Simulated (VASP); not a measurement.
# GaN: excitons from the Bethe-Salpeter equation

Aim: the optical spectrum of GaN with the electron-hole interaction. The cell is of the zinc-blende type, one of the forms listed for this formula. The start is a computed cell from the Materials Project.

Main program and level: VASP 6.6.1; PBE; plane waves and PAW (Ga_d_GW, N_GW), in the first sound run; inputs show where later runs differ.

**1. The structure**

The structure is cubic, space group F-43m (No. 216). Conventional cell: a = 4.507 Å, b = 4.507 Å, c = 4.507 Å, α = 90.00°, β = 90.00°, γ = 90.00°. Nearest to Ga lie 4 N at 1.95 Å. N has 4 Ga at 1.95 Å nearest. Farther neighbours and most contacts between anions are not listed.

**2. Ground state**

The orbitals come from a self-consistent PBE run with a tight EDIFF and a narrow smearing. KPOINTS_OPT adds the bands along a path, which shows whether the mesh holds the band edges.

INCAR reads:

```
SYSTEM = GaN
PREC = Accurate
ENCUT = 450
EDIFF = 1E-08
NELM = 100
ISMEAR = 0
SIGMA = 0.01
LREAL = .FALSE.
ALGO = Normal
GGA = PE
NBANDS = 15
LORBIT = 11
LWAVE = .TRUE.
LCHARG = .FALSE.
KPAR = 8
```

POSCAR reads:

```
GaN
1.0
    0.0000000000      2.2535006075      2.2535006075
    2.2535006075      0.0000000000      2.2535006075
    2.2535006075      2.2535006075      0.0000000000
Ga N
1 1
Direct
    0.0000000000      0.0000000000      0.0000000000
    0.7500000000      0.7500000000      0.7500000000
```

KPOINTS reads:

```
Automatic mesh
0
Gamma
8 8 8
0 0 0
```

KPOINTS_OPT reads:

```
Line mode
12
Line-mode
Reciprocal
  0.00000000   0.00000000   0.00000000 GAMMA
  0.50000000   0.00000000   0.50000000 X

  0.50000000   0.00000000   0.50000000 X
  0.50000000   0.25000000   0.75000000 W

  0.50000000   0.25000000   0.75000000 W
  0.37500000   0.37500000   0.75000000 K

  0.37500000   0.37500000   0.75000000 K
  0.00000000   0.00000000   0.00000000 GAMMA

  0.00000000   0.00000000   0.00000000 GAMMA
  0.50000000   0.50000000   0.50000000 L

  0.50000000   0.50000000   0.50000000 L
  0.62500000   0.25000000   0.62500000 U

  0.62500000   0.25000000   0.62500000 U
  0.50000000   0.25000000   0.75000000 W

  0.50000000   0.25000000   0.75000000 W
  0.50000000   0.50000000   0.50000000 L

  0.50000000   0.50000000   0.50000000 L
  0.37500000   0.37500000   0.75000000 K

  0.62500000   0.25000000   0.62500000 U
  0.50000000   0.00000000   0.50000000 X
```

The projector-augmented-wave data sets are Ga_d_GW and N_GW (PBE family, release 64).

Command:

```bash
> mpirun -np 8 vasp_std
```

The log of the run:

```text
[banner, memory and clock lines left out]
running    8 mpi-ranks, on    1 nodes
 distrk:  each k-point on    1 cores,    8 groups
 distr:  one band on    1 cores,    1 groups

 POSCAR found type information on POSCAR GaN
 POSCAR found :  2 types and       2 ions
|                                                                             |
|           W    W    AA    RRRRR   N    N  II  N    N   GGGG   !!!           |
|           W    W   A  A   R    R  NN   N  II  NN   N  G    G  !!!           |
|           W    W  A    A  R    R  N N  N  II  N N  N  G       !!!           |
|           W WW W  AAAAAA  RRRRR   N  N N  II  N  N N  G  GGG   !            |
|           WW  WW  A    A  R   R   N   NN  II  N   NN  G    G                |
|           W    W  A    A  R    R  N    N  II  N    N   GGGG   !!!           |
|                                                                             |
|     For optimal performance we recommend to set                             |
|       NCORE = 2 up to number-of-cores-per-socket                            |
|     NCORE specifies how many cores store one orbital (NPAR=cpu/NCORE).      |
|     This setting can greatly improve the performance of VASP for DFT.       |
|     The default, NCORE=1 might be grossly inefficient on modern             |
|     multi-core architectures or massively parallel machines. Do your        |
|     Unfortunately you need to use the default for GW and RPA                |
|     calculations (for HF NCORE is supported but not extensively tested      |
|     yet).                                                                   |
|                                                                             |

 LDA part: xc-table for (Slater+PW92), standard interpolation
 POSCAR, INCAR and KPOINTS ok, starting setup
 FFT: planning ... GRIDC
 FFT: planning ... GRID_SOFT
 FFT: planning ... GRID
 WAVECAR not read
 entering main loop
       N       E                     dE             d eps       ncg     rms          rms(c)
DAV:   1     0.118395189681E+03    0.11840E+03   -0.10498E+04   965   0.176E+03
DAV:   2    -0.578419638007E+01   -0.12418E+03   -0.11832E+03   933   0.366E+02
DAV:   3    -0.139923376614E+02   -0.82081E+01   -0.81555E+01  1164   0.106E+02
DAV:   4    -0.141285688508E+02   -0.13623E+00   -0.13620E+00   962   0.150E+01
DAV:   5    -0.141322459823E+02   -0.36771E-02   -0.36771E-02  1263   0.245E+00    0.111E+01
DAV:   6    -0.121370386430E+02    0.19952E+01   -0.53185E+00  1333   0.485E+01    0.517E+00
DAV:   7    -0.121349834386E+02    0.20552E-02   -0.28990E-01  1073   0.907E+00    0.321E+00
DAV:   8    -0.121303780721E+02    0.46054E-02   -0.50960E-02  1010   0.354E+00    0.388E-01
DAV:   9    -0.121286587066E+02    0.17194E-02   -0.66500E-03  1374   0.230E+00    0.733E-02
DAV:  10    -0.121288916228E+02   -0.23292E-03   -0.71237E-04  1077   0.527E-01    0.235E-02
DAV:  11    -0.121288769635E+02    0.14659E-04   -0.73970E-05  1418   0.204E-01    0.721E-03
DAV:  12    -0.121288785794E+02   -0.16160E-05   -0.76748E-06  1017   0.336E-02    0.315E-03
DAV:  13    -0.121288784092E+02    0.17026E-06   -0.55015E-07  1313   0.100E-02    0.372E-04
DAV:  14    -0.121288784140E+02   -0.48149E-08   -0.19860E-08   904   0.213E-03
   1 F= -.12128878E+02 E0= -.12128878E+02  d E =-.560737E-61
 Start KPOINTS_OPT (optional k-point list driver)
k-point batch [1-29\120]
       N       E                     dE             ncg
DAV:   1     0.149318952600E+04   -0.15825E+05      933
DAV:   2    -0.229497063414E+04   -0.37882E+04     1031
DAV:   3    -0.254537319906E+04   -0.25040E+03     1031
DAV:   4    -0.254992424434E+04   -0.45510E+01     1102
DAV:   5    -0.255004765848E+04   -0.12341E+00     1116
DAV:   6    -0.255005433042E+04   -0.66719E-02     1252
DAV:   7    -0.255005452877E+04   -0.19835E-03     1184
DAV:   8    -0.255005453637E+04   -0.75985E-05     1267
DAV:   9    -0.255005453651E+04   -0.14072E-06      938
DAV:  10    -0.255005453652E+04   -0.11439E-07      801
DAV:  11    -0.255005453653E+04   -0.25070E-08      806
[...]
k-point batch [117-120\120]
       N       E                     dE             ncg
DAV:   1     0.179047543670E+05   -0.30319E+04      144
DAV:   2     0.174599006021E+05   -0.44485E+03      141
DAV:   3     0.174380389965E+05   -0.21862E+02      169
DAV:   4     0.174376860031E+05   -0.35299E+00      141
DAV:   5     0.174376726627E+05   -0.13340E-01      170
DAV:   6     0.174376721461E+05   -0.51655E-03      157
DAV:   7     0.174376721391E+05   -0.70118E-05      177
DAV:   8     0.174376721387E+05   -0.42876E-06      164
DAV:   9     0.174376721387E+05   -0.12114E-08      138
 writing wavefunctions
```

Wall time 2.8 s (8 MPI ranks of Intel Xeon 6975P-C (Granite Rapids), shared host); peak memory 1.1 GiB.

The logs omit lines about the potential files and the build; timing stands in the text.

OUTCAR, selected parts (step 2):

```text
ion  position               nearest neighbor table
   1  0.000  0.000  0.000-   2 1.95   2 1.95   2 1.95   2 1.95
   2  0.750  0.750  0.750-   1 1.95   1 1.95   1 1.95   1 1.95

  LATTYP: Found a face centered cubic cell.
 ALAT       =     4.5070012150

 Subroutine GETGRP returns: Found 24 space group operations
 (whereof 24 operations were pure point group operations)

The static configuration has the point symmetry T_d .

 Found     29 irreducible k-points:

   k-points           NKPTS =     29   k-points in BZ     NKDIM =     29   number of bands    NBANDS=     15

   dimension x,y,z NGX =    24 NGY =   24 NGZ =   24
   dimension x,y,z NGXF=    48 NGYF=   48 NGZF=   48

   ENCUT  =  450.0 eV  33.07 Ry    5.75 a.u.   5.51  5.51  5.51*2*pi/ulx,y,z

   NELECT =      18.0000    total number of electrons

 k-points in reciprocal lattice and weights: Automatic mesh
   0.00000000  0.00000000  0.00000000       0.002
   0.12500000  0.00000000  0.00000000       0.016
   0.25000000  0.00000000  0.00000000       0.016
   0.37500000  0.00000000  0.00000000       0.016
   0.50000000  0.00000000  0.00000000       0.008
   0.12500000  0.12500000  0.00000000       0.012
   0.25000000  0.12500000  0.00000000       0.047
   0.37500000  0.12500000  0.00000000       0.047
   0.50000000  0.12500000  0.00000000       0.047
[...]
-0.37500000  0.50000000  0.12500000       0.023
  -0.25000000  0.50000000  0.25000000       0.012

 average (electrostatic) potential at core
       1 -63.7271       2 -61.4174

 E-fermi :   5.2077

 k-point     1 :       0.0000    0.0000    0.0000
  band No.  band energies     occupation
    ...
      5      -8.0767      2.00000
      6      -8.0767      2.00000
      7       5.0933      2.00000
      8       5.0933      2.00000
      9       5.0933      2.00000
     10       6.8177      0.00000
     11      15.3893      0.00000
     12      15.3893      0.00000
     13      15.3893      0.00000
     14      22.7144      0.00000
    ...

 k-point     2 :       0.1250    0.0000    0.0000
  band No.  band energies     occupation
    ...
      5      -8.0784      2.00000
      6      -8.0784      2.00000
      7       3.5667      2.00000
      8       4.9327      2.00000
      9       4.9327      2.00000
     10       7.9688      0.00000
     11      14.6875      0.00000
     12      15.6262      0.00000
     13      15.6262      0.00000
     14      22.2649      0.00000
    ...

 k-point     3 :       0.2500    0.0000    0.0000
  band No.  band energies     occupation
    ...
      5      -8.0719      2.00000
      6      -8.0211      2.00000
      7       1.2371      2.00000
      8       4.5746      2.00000
      9       4.5746      2.00000
     10       9.1568      0.00000
     11      13.8748      0.00000
     12      15.8451      0.00000
     13      15.8451      0.00000
     14      21.0935      0.00000
    ...

  Total        0.4984504      0.4984504      0.4984504      0.0000000      0.0000000      0.0000000
  in kB       34.8922942     34.8922942     34.8922942      0.0000000      0.0000000      0.0000000
  external PRESSURE =      34.8922942 kB  Pullay stress =       0.0000000 kB

  energy-cutoff  :      450.00
  volume of cell :       22.89
      direct lattice vectors                 reciprocal lattice vectors
     0.000000000  2.253500607  2.253500607    -0.221877020  0.221877020  0.221877020
     2.253500607  0.000000000  2.253500607     0.221877020 -0.221877020  0.221877020
     2.253500607  2.253500607  0.000000000     0.221877020  0.221877020 -0.221877020

 POSITION                                       TOTAL-FORCE (eV/Angst)
 -----------------------------------------------------------------------------------
      0.00000      0.00000      0.00000         0.000000      0.000000      0.000000
      3.38025      3.38025      3.38025        -0.000000     -0.000000     -0.000000
 -----------------------------------------------------------------------------------
    total drift:                               -0.000016     -0.000016     -0.000016

  FREE ENERGIE OF THE ION-ELECTRON SYSTEM (eV)
  ---------------------------------------------------
  free  energy   TOTEN  =       -12.1288784140 eV

  energy  without entropy=      -12.1288784140  energy(sigma->0) =      -12.12887841

 total charge
# of ion       s       p       d       tot
------------------------------------------
    1        0.782   0.898  10.127  11.807
    2        1.201   2.452   0.000   3.652
--------------------------------------------------
tot          1.982   3.350  10.127  15.459

[... 3 further parts left out ...]
```

Numbers from this step:

```
free energy (TOTEN)               : -12.13 eV
Fermi energy                      : 5.208 eV
pressure                          : 3.489 GPa
least gap on mesh and path        : 1.724 eV
least direct gap on mesh and path : 1.724 eV
```

The highest empty bands on the path are converged less tightly, to about 0.1 eV. The electronic bands at the labelled points (eV, zero at the valence-band top; v1 is the highest filled band, c1 the lowest empty one):

```csv
point,v3,v2,v1,c1,c2
Γ,0.00,0.00,0.00,1.72,10.30
0.45 of the way,-3.08,-1.29,-1.29,4.48,7.63
X,-6.12,-2.70,-2.70,3.35,6.66
0.55 of the way,-5.91,-3.27,-3.25,4.77,7.59
W,-5.69,-3.69,-3.64,6.22,8.39
0.45 of the way,-5.78,-4.07,-2.87,5.72,8.08
K,-5.86,-4.25,-2.17,4.99,7.86
0.55 of the way,-3.81,-1.80,-0.42,4.86,8.63
Γ,0.00,0.00,0.00,1.72,10.30
0.45 of the way,-3.43,-0.45,-0.45,3.90,8.88
L,-7.04,-0.97,-0.97,4.64,8.73
0.45 of the way,-6.64,-2.49,-1.37,5.92,7.50
U,-5.86,-4.25,-2.17,4.99,7.86
0.55 of the way,-5.78,-4.07,-2.87,5.72,8.08
W,-5.69,-3.69,-3.64,6.22,8.39
0.45 of the way,-6.31,-3.22,-1.92,6.77,6.97
L,-7.04,-0.97,-0.97,4.64,8.73
0.55 of the way,-6.47,-2.96,-1.52,6.05,7.41
K,-5.86,-4.25,-2.17,4.99,7.86
jump to U,-5.86,-4.25,-2.17,4.99,7.86
0.45 of the way,-6.01,-3.44,-2.53,4.03,7.19
X,-6.12,-2.70,-2.70,3.35,6.66
```

Of the projections kept (Ga, N), the largest for each band there; the rest of the weight can lie on other orbitals:

```csv
point,v3,v2,v1,c1,c2
Γ,N 0.78,N 0.78,N 0.78,N 0.58,Ga 0.99
X,Ga 0.63,N 0.65,N 0.65,Ga 0.81,Ga 0.82
W,Ga 0.62,N 0.60,N 0.58,N 0.56,Ga 0.51
K,Ga 0.62,N 0.57,N 0.67,Ga 0.75,Ga 0.51
Γ,N 0.78,N 0.78,N 0.78,N 0.58,Ga 0.99
L,Ga 0.60,N 0.73,N 0.73,Ga 0.69,N 0.78
```

The electronic bands as a text plot (rows in eV, shown from -7.0 to 6.7 only):

```
    6.4 |        +   ++   + +                     ++++
    5.8 |              +     +              ++   +    +   +++
    5.2 |           +   ++                 +  +++      +     +
    4.7 |    +                +        ++++             ++    +
    4.1 |   + ++   +                  +                        +
    3.5 |  +    +++            +     +                          +
    3.0 | +                     +   +
    2.4 |                          +
    1.8 |+                       ++
    1.2 |
    0.7 |
    0.1 |*                     *****
   -0.5 |***                 *****  ****
   -1.0 | * *              **   *  *    ****           ****
   -1.6 |  * *            *   *     *      ***       ***   **
   -2.2 |   * **        **   * *              **    * *   *  **
   -2.8 |       ****   *             *      *   *  * *     *   **
   -3.3 |           * *     *                *   *  *          *
   -3.9 |    *       ***  **  *               * ****        * *
   -4.5 |     *         **   *        *        *             *
   -5.0 |      *            *          *
   -5.6 |       *   ********                   *****         *
   -6.2 |        ***                    *    **     *       * ***
   -6.8 |                                ****        *******
         Γ       X    W  K        Γ      L     U  W     L   K|U X
```

The cell has a gap of 1.72 eV on mesh and path and a pressure of +3.5 GPa, which holds the misfit of the given cell and coordinates with this functional, and any error of cutoff, mesh and data sets. Spin-orbit coupling is left out, which can shift or reorder these edges.

**3. Empty bands**

The next step needs empty bands that the ground-state run didn't converge, so the Hamiltonian is diagonalised exactly for NBANDS bands, in a single step. LOPTICS writes the k-derivatives of the orbitals (WAVEDER), which give the long-wavelength limit of the screening.

INCAR reads:

```
SYSTEM = GaN
PREC = Accurate
ENCUT = 450
ISMEAR = 0
SIGMA = 0.01
LREAL = .FALSE.
GGA = PE
NBANDS = 56
ALGO = Exact
NELM = 1
LWAVE = .TRUE.
LCHARG = .FALSE.
LOPTICS = .TRUE.
NEDOS = 1000
CSHIFT = 0.1
```

POSCAR is that of step 2.

KPOINTS is that of step 2.

Command:

```bash
> mpirun -np 8 vasp_std
```

The log of the run:

```text
[banner, memory and clock lines left out]
running    8 mpi-ranks, on    1 nodes
 distrk:  each k-point on    8 cores,    1 groups
 distr:  one band on    1 cores,    8 groups

 POSCAR found type information on POSCAR GaN
 POSCAR found :  2 types and       2 ions
 [... a notice as in an earlier step ...]

 LDA part: xc-table for (Slater+PW92), standard interpolation
 found WAVECAR, reading the header
  number of bands has changed, file:    15 present:    56
  trying to continue reading WAVECAR, but it might fail
 POSCAR, INCAR and KPOINTS ok, starting setup
 FFT: planning ... GRIDC
 FFT: planning ... GRID_SOFT
 FFT: planning ... GRID
 reading WAVECAR
 random initialization beyond band           15
 the WAVECAR file was read successfully
 initial charge from wavefunction
 entering main loop
       N       E                     dE             d eps       ncg     rms          rms(c)
DIA:   1    -0.121288784331E+02   -0.12129E+02    0.00000E+00     0   0.000E+00
   1 F= -.12128878E+02 E0= -.12128878E+02  d E =-.110166E-19
 writing wavefunctions
 optical routines
 imaginary and real dielectric function
 recalculating local potential from charge density
 direction            1
 direction            2
 direction            3
```

Run time: 2.6 s. Hardware: 8 MPI ranks; peak memory 1 GiB.

From OUTCAR (step 3):

```text
The static configuration has the point symmetry T_d .

 Found     29 irreducible k-points:

   k-points           NKPTS =     29   k-points in BZ     NKDIM =     29   number of bands    NBANDS=     56

   NELECT =      18.0000    total number of electrons

 E-fermi :   5.1531

 k-point     1 :       0.0000    0.0000    0.0000
  band No.  band energies     occupation
    ...
      5      -8.0768      2.00000
      6      -8.0768      2.00000
      7       5.0934      2.00000
      8       5.0934      2.00000
      9       5.0934      2.00000
     10       6.8177      0.00000
     11      15.3893      0.00000
     12      15.3893      0.00000
     13      15.3893      0.00000
     14      22.7144      0.00000
    ...

 k-point     3 :       0.2500    0.0000    0.0000
  band No.  band energies     occupation
    ...
      5      -8.0720      2.00000
      6      -8.0211      2.00000
      7       1.2371      2.00000
      8       4.5747      2.00000
      9       4.5747      2.00000
     10       9.1568      0.00000
     11      13.8748      0.00000
     12      15.8451      0.00000
     13      15.8451      0.00000
     14      21.0935      0.00000
    ...

  Total        0.4984995      0.4984995      0.4984995      0.0000000      0.0000000      0.0000000
  in kB       34.8957311     34.8957311     34.8957311      0.0000000      0.0000000      0.0000000
  external PRESSURE =      34.8957311 kB  Pullay stress =       0.0000000 kB

 POSITION                                       TOTAL-FORCE (eV/Angst)
 -----------------------------------------------------------------------------------
      0.00000      0.00000      0.00000         0.000000     -0.000000      0.000000
      3.38025      3.38025      3.38025        -0.000000      0.000000     -0.000000
 -----------------------------------------------------------------------------------
    total drift:                               -0.000016     -0.000016     -0.000016

  FREE ENERGIE OF THE ION-ELECTRON SYSTEM (eV)
  ---------------------------------------------------
  free  energy   TOTEN  =       -12.1288784331 eV

  energy  without entropy=      -12.1288784331  energy(sigma->0) =      -12.12887843

 plasma frequency squared (from intraband transitions) (eV^2)
  --------------------------------------------------------------------------------------
       0.000       0.000       0.000
       0.000       0.000       0.000
      -0.000      -0.000       0.000

[... 9 parts as in an earlier step ...]

[... 3 further parts left out ...]
```

The gap is read on the k-mesh alone, so it is an upper bound where the band edges lie off the mesh.

This step gave:

```
gap on the k-mesh              : 1.724 eV
least direct gap on the k-mesh : 1.724 eV
```

WAVECAR now holds 56 bands for 18 electrons. Its independent-particle dielectric tensor has xx, yy, zz = 6.3, 6.3, 6.3 on this mesh, which isn't tested for convergence in mesh or bands and lacks local fields.

(Part 1 of 4 ends here.)

[Lines on the potential files, build, host, timing and source positions are cut from VASP's logs without a mark.]

[Logs are printed without paths, hosts, clocks, repeated set-up lines and the standing remarks that a program may print on its own settings, such as how far it seeks lower states.]

[Hosts, paths, dates, database ids (printed as entryN), source tags and the programs' standing remarks are cut or masked in the printed files.]

[Pressures printed for these runs are not shown converged in the cutoff: they can be off by several GPa and have the wrong sign.]
